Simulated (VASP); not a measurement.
Given:

```
CELL_PARAMETERS angstrom
      4.10536     0.00000     0.00000
      0.00000     4.10536     0.00000
      0.00000     0.00000     5.88635
ATOMIC_POSITIONS crystal
  Ag 0.00000 0.00000 0.00000
  Sb 0.50000 0.50000 0.50000
  Te 0.50000 0.50000 0.00000
  Se 0.00000 0.00000 0.50000
```

The numbers are results of PBEsol GGA, VASP's PBE PAW potentials (set 64) (plane waves; VASP 6.6.1), not measurements. Settings: 400 eV cut-off, Gaussian smearing of 0.050 eV, potentials Ag Sb Te Se.

Unless said otherwise, spin-orbit coupling is left out, though it shifts the bands of the heavy elements here.

Q: Estimate the band gap (along the path) with the smallest direct gap where there is one.

A: 
```
Item                                                          Value
-------------------------  ----------------------------------------
band gap (along the path)  none (metal, semimetal or under 0.01 eV)
```

The absolute energy has meaning only against runs of the same code, potentials and settings.

The structure comes from a computed database's AgSbTeSe entry (P4/mmm); how it stands against other phases isn't given here. It was relaxed first, which changed the volume by -6 %.
